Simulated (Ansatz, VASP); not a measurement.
# Be3N2 (Be3N2 (Ia-3)) in two plane-wave programs, part 2 of 2

Wanted: the spread between two codes on one cell, functional and k mesh. Of the first pair: The structure shown is the start of the Ansatz relaxation below; VASP solves that cell, so the two are compared at the walk's first step.

VASP 6.6.1 and Ansatz 0.2.0.

So far: Starting point; Ansatz: relaxation, PBEsol.

## (3) VASP: single point, PBEsol, start cell, pair 1

Level of this step: PBEsol; plane waves and PAW (Be, N) (VASP).

The same cell, functional, mesh and smearing now go to VASP, with its own data sets.

Lines of VASP's logs that name or quote its potential files are left out, and so is its time.

INCAR reads:

```
SYSTEM = Be3N2
PREC = Accurate
ENCUT = 520
EDIFF = 1E-06
NELM = 120
ISMEAR = -1
SIGMA = 0.01
LREAL = Auto
ALGO = Normal
GGA = PS
NBANDS = 92
LORBIT = 11
LWAVE = .FALSE.
LCHARG = .FALSE.
ISIF = 2
LASPH = .TRUE.
GGA_COMPAT = .FALSE.
EFERMI = MIDGAP
KPAR = 4
```

POSCAR reads:

```
Be3N2
1.0
   -4.0637530000      4.0637530000      4.0637530000
    4.0637530000     -4.0637530000      4.0637530000
    4.0637530000      4.0637530000     -4.0637530000
Be N
24 16
Direct
    0.5043952906      0.7647161688      0.5309325518
    0.2396789987      0.7662162600      0.7352835852
    0.9734626158      0.9690672022      0.7337834940
    0.9690672022      0.7337834940      0.9734626158
    0.5265371382      0.2603207553      0.9956044634
    0.5309325518      0.5043952906      0.7647161688
    0.7647161688      0.5309325518      0.5043952906
    0.7352835852      0.2396789987      0.7662162600
    0.2603207553      0.9956044634      0.5265371382
    0.7337834940      0.9734626158      0.9690672022
    0.9956044634      0.5265371382      0.2603207553
    0.7662162600      0.7352835852      0.2396789987
    0.4956044634      0.2352835852      0.4690672022
    0.7603207553      0.2337834940      0.2647161688
    0.0265371383      0.0309325518      0.2662162600
    0.0309325518      0.2662162600      0.0265371383
    0.4734626158      0.7396789987      0.0043952906
    0.4690672022      0.4956044634      0.2352835852
    0.2352835852      0.4690672022      0.4956044634
    0.2647161688      0.7603207553      0.2337834940
    0.7396789987      0.0043952906      0.4734626158
    0.2662162600      0.0265371383      0.0309325518
    0.0043952906      0.4734626158      0.7396789987
    0.2337834940      0.2647161688      0.7603207553
    0.2287563984      0.7499998770      0.9787563984
    0.9787563984      0.2287563984      0.7499998770
    0.2499998770      0.5212433556      0.2712433556
    0.5212433556      0.2712433556      0.2499998770
    0.7499998770      0.9787563984      0.2287563984
    0.2712433556      0.2499998770      0.5212433556
    0.7712433556      0.2499998770      0.0212433556
    0.0212433556      0.7712433556      0.2499998770
    0.7499998770      0.4787563984      0.7287563984
    0.4787563984      0.7287563984      0.7499998770
    0.2499998770      0.0212433556      0.7712433556
    0.7287563984      0.7499998770      0.4787563984
    0.4999998770      0.9999998770      0.4999998770
    0.9999998770      0.4999998770      0.4999998770
    0.9999998770      0.9999998770      0.9999998770
    0.4999998770      0.4999998770      0.9999998770
```

KPOINTS reads:

```
Automatic mesh
0
Gamma
5 5 5
0 0 0
```

Potentials, in the order of the species: Be and N (PBE family, release 64).

The run is started by

```bash
$ mpirun -np 4 vasp_std
```

Numbers of over 12 decimals in the logs are rounded to 6 here.

Log:

```text
[banner, memory and clock lines left out]
running    4 mpi-ranks, on    1 nodes
[...]
|                                                                             |
|               ----> ADVICE to this user running VASP <----                  |
|                                                                             |
|     You enforced a specific xc type in the INCAR file but a different       |
|     [... a line on the potential file left out ...]
|     I HOPE YOU KNOW WHAT YOU ARE DOING!                                     |
|                                                                             |

 LDA part: xc-table for (Slater+PW92), standard interpolation
 POSCAR, INCAR and KPOINTS ok, starting setup
[...]
entering main loop
       N       E                     dE             d eps       ncg     rms          rms(c)
DAV:   1     0.500521343471E+03    0.50052E+03   -0.62257E+04  2024   0.131E+03
DAV:   2    -0.252995069668E+03   -0.75352E+03   -0.71131E+03  2616   0.301E+02
DAV:   3    -0.300849288910E+03   -0.47854E+02   -0.47429E+02  2568   0.779E+01
DAV:   4    -0.301830170003E+03   -0.98088E+00   -0.97823E+00  2584   0.126E+01
[...]
DAV:  12    -0.279791319612E+03   -0.14767E-04   -0.90748E-05  2624   0.317E-02    0.227E-02
DAV:  13    -0.279791315855E+03    0.37570E-05   -0.11180E-05  2392   0.121E-02    0.105E-02
DAV:  14    -0.279791314891E+03    0.96362E-06   -0.51603E-06  2376   0.666E-03
   1 F= -.27979131E+03 E0= -.27979131E+03  d E =0.000000E+00
```

From OUTCAR (step 3):

```text
  Total       -1.1542420     -1.1542420     -1.1542420      0.0000000     -0.0000000     -0.0000000
  in kB       -6.8891485     -6.8891485     -6.8891485      0.0000000     -0.0000000     -0.0000000
  external PRESSURE =      -6.8891485 kB  Pullay stress =       0.0000000 kB

 POSITION                                       TOTAL-FORCE (eV/Angst)
 -----------------------------------------------------------------------------------
      3.21546      1.09970      2.99978         0.061121      0.060141      0.052872
      5.12773      0.84829      1.09970        -0.052872     -0.061121      0.060141
      2.96405      2.99978      4.91205        -0.060141      0.052872     -0.061121
      2.99978      4.91205      2.96405         0.052872     -0.061121     -0.060141
      2.96405      5.12773     -0.84829        -0.060141     -0.052872      0.061121
      2.99978      3.21546      1.09970         0.052872      0.061121      0.060141
      1.09970      2.99978      3.21546         0.060141      0.052872      0.061121
      1.09970      5.12773      0.84829         0.060141     -0.052872     -0.061121
      5.12773     -0.84829      2.96405        -0.052872      0.061121     -0.060141
      4.91205      2.96405      2.99978        -0.061121     -0.060141      0.052872
     -0.84829      2.96405      5.12773         0.061121     -0.060141     -0.052872
      0.84829      1.09970      5.12773        -0.061121      0.060141     -0.052872
      0.84829      2.96405      1.06398        -0.061121     -0.060141     -0.052872
     -1.06398      3.21546      2.96405         0.052872      0.061121     -0.060141
[...]
-----------------------------------------------------------------------------------
    total drift:                                0.002094      0.002274      0.001089

  FREE ENERGIE OF THE ION-ELECTRON SYSTEM (eV)
  ---------------------------------------------------
  free  energy   TOTEN  =      -279.7913148913 eV

  energy  without entropy=     -279.7913148913  energy(sigma->0) =     -279.79131489

[... 3 further parts left out ...]
[key lines of the parts left out:]
E-fermi :   7.4850
```

The run ends at a pressure of -0.69 GPa, with forces up to 0.10 eV/Å.

## (4) Side by side

Known differences besides the potentials themselves: the cutoff is 420 eV in Ansatz and 520 eV in VASP (PREC = Accurate, projectors in real space); Ansatz makes its cores anew for this functional, VASP keeps those of its PBE data sets. Total energies have different zeros and are not compared.

Forces on 10 of the 40 atoms, those with the largest forces and the largest differences (eV/Å; atoms numbered as in POSCAR):

| atom | Ansatz x, y, z | VASP x, y, z |
| --- | --- | --- |
| Be1 | 0.050, 0.049, 0.053 | 0.061, 0.060, 0.053 |
| Be2 | -0.053, -0.050, 0.049 | -0.053, -0.061, 0.060 |
| Be3 | -0.049, 0.053, -0.050 | -0.060, 0.053, -0.061 |
| Be4 | 0.053, -0.050, -0.049 | 0.053, -0.061, -0.060 |
| Be5 | -0.049, -0.053, 0.050 | -0.060, -0.053, 0.061 |
| Be6 | 0.053, 0.050, 0.049 | 0.053, 0.061, 0.060 |
| Be7 | 0.049, 0.053, 0.050 | 0.060, 0.053, 0.061 |
| N25 | 0.000, -0.044, 0.000 | 0.000, -0.026, 0.000 |
| N26 | 0.000, 0.000, -0.044 | 0.000, 0.000, -0.026 |
| N27 | 0.044, 0.000, 0.000 | 0.026, 0.000, 0.000 |

The forces differ by 8.8 meV/Å r.m.s., which is 19.3 % of the r.m.s. force of 0.046 eV/Å (both taken over all components).

## (5) Ansatz: relaxation, PBEsol

This run makes the geometry at which the two programs are then compared. The cell compared in this pair holds 266.75 Å³, against 268.44 Å³ for the pair before.

The structure compared here is the end of the Ansatz relaxation.

input.yaml reads:

```yaml
crystal:
  lattice:
    - [-4.0637527, 4.0637527, 4.0637527]
    - [4.0637527, -4.0637527, 4.0637527]
    - [4.0637527, 4.0637527, -4.0637527]
  atoms:
    - { symbol: Be, position: [0.50439541, 0.76471632, 0.53093266] }
    - { symbol: Be, position: [0.23967909, 0.76621634, 0.73528368] }
    - { symbol: Be, position: [0.97346275, 0.96906734, 0.73378366] }
    - { symbol: Be, position: [0.96906734, 0.73378366, 0.97346275] }
    - { symbol: Be, position: [0.52653725, 0.26032091, 0.99560459] }
    - { symbol: Be, position: [0.53093266, 0.50439541, 0.76471632] }
    - { symbol: Be, position: [0.76471632, 0.53093266, 0.50439541] }
    - { symbol: Be, position: [0.73528368, 0.23967909, 0.76621634] }
    - { symbol: Be, position: [0.26032091, 0.99560459, 0.52653725] }
    - { symbol: Be, position: [0.73378366, 0.97346275, 0.96906734] }
    - { symbol: Be, position: [0.99560459, 0.52653725, 0.26032091] }
    - { symbol: Be, position: [0.76621634, 0.73528368, 0.23967909] }
    - { symbol: Be, position: [0.49560459, 0.23528368, 0.46906734] }
    - { symbol: Be, position: [0.76032091, 0.23378366, 0.26471632] }
    - { symbol: Be, position: [0.02653725, 0.03093266, 0.26621634] }
    - { symbol: Be, position: [0.03093266, 0.26621634, 0.02653725] }
    - { symbol: Be, position: [0.47346275, 0.73967909, 0.00439541] }
    - { symbol: Be, position: [0.46906734, 0.49560459, 0.23528368] }
    - { symbol: Be, position: [0.23528368, 0.46906734, 0.49560459] }
    - { symbol: Be, position: [0.26471632, 0.76032091, 0.23378366] }
    - { symbol: Be, position: [0.73967909, 0.00439541, 0.47346275] }
    - { symbol: Be, position: [0.26621634, 0.02653725, 0.03093266] }
    - { symbol: Be, position: [0.00439541, 0.47346275, 0.73967909] }
    - { symbol: Be, position: [0.23378366, 0.26471632, 0.76032091] }
    - { symbol: "N", position: [0.22875652, 0.75, 0.97875652] }
    - { symbol: "N", position: [0.97875652, 0.22875652, 0.75] }
    - { symbol: "N", position: [0.25, 0.52124348, 0.27124348] }
    - { symbol: "N", position: [0.52124348, 0.27124348, 0.25] }
    - { symbol: "N", position: [0.75, 0.97875652, 0.22875652] }
    - { symbol: "N", position: [0.27124348, 0.25, 0.52124348] }
    - { symbol: "N", position: [0.77124348, 0.25, 0.02124348] }
    - { symbol: "N", position: [0.02124348, 0.77124348, 0.25] }
    - { symbol: "N", position: [0.75, 0.47875652, 0.72875652] }
    - { symbol: "N", position: [0.47875652, 0.72875652, 0.75] }
    - { symbol: "N", position: [0.25, 0.02124348, 0.77124348] }
    - { symbol: "N", position: [0.72875652, 0.75, 0.47875652] }
    - { symbol: "N", position: [0.5, 0.0, 0.5] }
    - { symbol: "N", position: [0.0, 0.5, 0.5] }
    - { symbol: "N", position: [0.0, 0.0, 0.0] }
    - { symbol: "N", position: [0.5, 0.5, 0.0] }
basis:
  ecutwfc: 420
  xc_grid: 2
hamiltonian:
  xc: pbesol
kpoints:
  mp_grid: { grid: [5, 5, 5] }
scf:
  occupations: { method: fermi_dirac, width: 0.01 }
  max_iter: 150
output:
  forces: true
  stress: true
relax:
  f_tol: 0.01
  max_steps: 60
  cell: {}
checkpoint:
  write: "../pbesol.run"
  compress: false
  write_wavefunctions: false
  write_every: 100000
```

The run is started by

```bash
$ ansatz run input.yaml --threads 1 --pin off --max-ram 2355MiB --backend cpu --events-out ev --progress --plain --runs-dir out
```

Log:

```text
[...]
Crystal: 40 atoms, lattice volume = 268.437 Å³
Basis set: ecut = 420 eV, 5281 PW (Γ), exchange–correlation on 96×96×96 points (8 copies of the dense FFT grid, shifted against one another)
Bands: 104, of which v1, the nominal top of the filled ones, is band 64 counted from 1 (63 counted from 0)
Symmetry: 24 space group operations
[...]
k-points: 11 of 125
[...]
- { symbol: N, position: [0.521228, 0.271228, 0.25] }
    - { symbol: N, position: [0.75, 0.978772, 0.228772] }
    - { symbol: N, position: [0.271228, 0.25, 0.521228] }
    - { symbol: N, position: [0.771228, 0.25, 0.021228] }
    - { symbol: N, position: [0.021228, 0.771228, 0.25] }
[...]
- { symbol: N, position: [0.5, 0, 0.5] }
    - { symbol: N, position: [0, 0.5, 0.5] }
    - { symbol: N, position: [0, 0, 0] }
    - { symbol: N, position: [0.5, 0.5, 0] }
[key lines of the parts left out:]
SCF converged after 4 iterations
Free energy (F): -8270.251752 eV
Fermi energy:    9.625986 eV
P = ⅓ Tr σ = -0.0249 GPa (-0.249 kbar)
```

## (6) VASP: single point, PBEsol, relaxed cell, pair 2

The same cell, functional, mesh and smearing now go to VASP, with its own data sets.

INCAR, as its differences from that of step 3:

```diff
@@ -2,3 +2,3 @@
 PREC = Accurate
-ENCUT = 520
+ENCUT = 600
 EDIFF = 1E-06
```

POSCAR reads:

```
Be3N2
1.0
   -4.0552226575      4.0552226575      4.0552226575
    4.0552226575     -4.0552226575      4.0552226575
    4.0552226575      4.0552226575     -4.0552226575
Be N
24 16
Direct
    0.5058652631      0.7655803842      0.5319227137
    0.2402848789      0.7663423295      0.7344196158
    0.9739425494      0.9680772863      0.7336576705
    0.9680772863      0.7336576705      0.9739425494
    0.5260574506      0.2597151211      0.9941347369
    0.5319227137      0.5058652631      0.7655803842
    0.7655803842      0.5319227137      0.5058652631
    0.7344196158      0.2402848789      0.7663423295
    0.2597151211      0.9941347369      0.5260574506
    0.7336576705      0.9739425494      0.9680772863
    0.9941347369      0.5260574506      0.2597151211
    0.7663423295      0.7344196158      0.2402848789
    0.4941347369      0.2344196158      0.4680772863
    0.7597151211      0.2336576705      0.2655803842
    0.0260574506      0.0319227137      0.2663423295
    0.0319227137      0.2663423295      0.0260574506
    0.4739425494      0.7402848789      0.0058652631
    0.4680772863      0.4941347369      0.2344196158
    0.2344196158      0.4680772863      0.4941347369
    0.2655803842      0.7597151211      0.2336576705
    0.7402848789      0.0058652631      0.4739425494
    0.2663423295      0.0260574506      0.0319227137
    0.0058652631      0.4739425494      0.7402848789
    0.2336576705      0.2655803842      0.7597151211
    0.2287719935      0.7500000000      0.9787719935
    0.9787719935      0.2287719935      0.7500000000
    0.2500000000      0.5212280065      0.2712280065
    0.5212280065      0.2712280065      0.2500000000
    0.7500000000      0.9787719935      0.2287719935
    0.2712280065      0.2500000000      0.5212280065
    0.7712280065      0.2500000000      0.0212280065
    0.0212280065      0.7712280065      0.2500000000
    0.7500000000      0.4787719935      0.7287719935
    0.4787719935      0.7287719935      0.7500000000
    0.2500000000      0.0212280065      0.7712280065
    0.7287719935      0.7500000000      0.4787719935
    0.5000000000      0.0000000000      0.5000000000
    0.0000000000      0.5000000000      0.5000000000
    0.0000000000      0.0000000000      0.0000000000
    0.5000000000      0.5000000000      0.0000000000
```

KPOINTS is that of step 3.

The run is started by

```bash
$ mpirun -np 4 vasp_std
```

Log:

```text
[banner, memory and clock lines left out]
running    4 mpi-ranks, on    1 nodes
[...]
[... a notice as in an earlier step ...]

 LDA part: xc-table for (Slater+PW92), standard interpolation
 POSCAR, INCAR and KPOINTS ok, starting setup
[...]
entering main loop
       N       E                     dE             d eps       ncg     rms          rms(c)
DAV:   1     0.566861253581E+03    0.56686E+03   -0.68091E+04  2024   0.147E+03
DAV:   2    -0.248727115568E+03   -0.81559E+03   -0.77157E+03  2652   0.338E+02
DAV:   3    -0.300859644955E+03   -0.52133E+02   -0.51659E+02  2600   0.840E+01
DAV:   4    -0.301996067309E+03   -0.11364E+01   -0.11327E+01  2592   0.142E+01
[...]
DAV:  13    -0.279822871074E+03    0.54871E-05   -0.12470E-05  2432   0.128E-02    0.113E-02
DAV:  14    -0.279822869629E+03    0.14448E-05   -0.61462E-06  2432   0.731E-03    0.371E-03
DAV:  15    -0.279822869638E+03   -0.87675E-08   -0.13473E-07  1424   0.155E-03
   1 F= -.27982287E+03 E0= -.27982287E+03  d E =0.000000E+00
```

OUTCAR, selected parts (step 6):

```text
  Total        0.7887380      0.7887380      0.7887380      0.0000000      0.0000000      0.0000000
  in kB        4.7373910      4.7373910      4.7373910      0.0000000      0.0000000      0.0000000
  external PRESSURE =       4.7373910 kB  Pullay stress =       0.0000000 kB

 POSITION                                       TOTAL-FORCE (eV/Angst)
 -----------------------------------------------------------------------------------
      3.21027      1.10386      2.99893         0.013465      0.010907      0.002396
      5.11152      0.84495      1.10386        -0.002396     -0.013465      0.010907
      2.95136      2.99893      4.90018        -0.010907      0.002396     -0.013465
      2.99893      4.90018      2.95136         0.002396     -0.013465     -0.010907
      2.95136      5.11152     -0.84495        -0.010907     -0.002396      0.013465
      2.99893      3.21027      1.10386         0.002396      0.013465      0.010907
      1.10386      2.99893      3.21027         0.010907      0.002396      0.013465
      1.10386      5.11152      0.84495         0.010907     -0.002396     -0.013465
      5.11152     -0.84495      2.95136        -0.002396      0.013465     -0.010907
      4.90018      2.95136      2.99893        -0.013465     -0.010907      0.002396
     -0.84495      2.95136      5.11152         0.013465     -0.010907     -0.002396
      0.84495      1.10386      5.11152        -0.013465      0.010907     -0.002396
      0.84495      2.95136      1.05629        -0.013465     -0.010907     -0.002396
     -1.05629      3.21027      2.95136         0.002396      0.013465     -0.010907
[...]
-----------------------------------------------------------------------------------
    total drift:                               -0.000000     -0.000000      0.000000

  FREE ENERGIE OF THE ION-ELECTRON SYSTEM (eV)
  ---------------------------------------------------
  free  energy   TOTEN  =      -279.8228696379 eV

  energy  without entropy=     -279.8228696379  energy(sigma->0) =     -279.82286964

[... 1 part as in an earlier step ...]

[... 2 further parts left out ...]
[key lines of the parts left out:]
E-fermi :   7.5426
```

The run ends at a pressure of 0.47 GPa, with forces up to 0.017 eV/Å.

## (7) Side by side

What differs besides the data sets and the points named for the pairs above, as far as they apply: the cutoff is 420 eV in Ansatz and 600 eV in VASP (PREC = Accurate, projectors in real space); Ansatz's pressure holds a Pulay correction, VASP's none. Total energies have different zeros and are not compared.

The two programs side by side:

| quantity | Ansatz | VASP | difference |
| --- | --- | --- | --- |
| pressure (GPa) | -0.02 | 0.47 | -0.50 |
| gap on the k mesh (eV) | 3.215 | 3.196 | +0.019 |

At this near-relaxed geometry the largest component of a force difference is 18 meV/Å. A gap on the mesh is an upper bound, since the band edges may lie between its points.

## (8) Results

- r.m.s. force difference (single point, PBEsol, start cell, pair 1): 8.8 meV/Å
- difference in gap on the k mesh (single point, PBEsol, relaxed cell, pair 2): 0.019 eV
- r.m.s. force difference (single point, PBEsol, relaxed cell, pair 2): 9.2 meV/Å

What this shows: The r.m.s. force difference is 9.2 meV/Å (single point, PBEsol, relaxed cell, pair 2), within the 12 meV/Å picked in this series as the mark of a large difference. How closely two codes agree says nothing of how well the functional describes the real material.

[Lines on the potential files, build, host, timing and source positions are cut from VASP's logs without a mark.]

[Logs are printed without paths, hosts, clocks, repeated set-up lines and the standing remarks that a program may print on its own settings, such as how far it seeks lower states.]

[Hosts, paths, dates, database ids (printed as entryN), source tags and the programs' standing remarks are cut or masked in the printed files.]
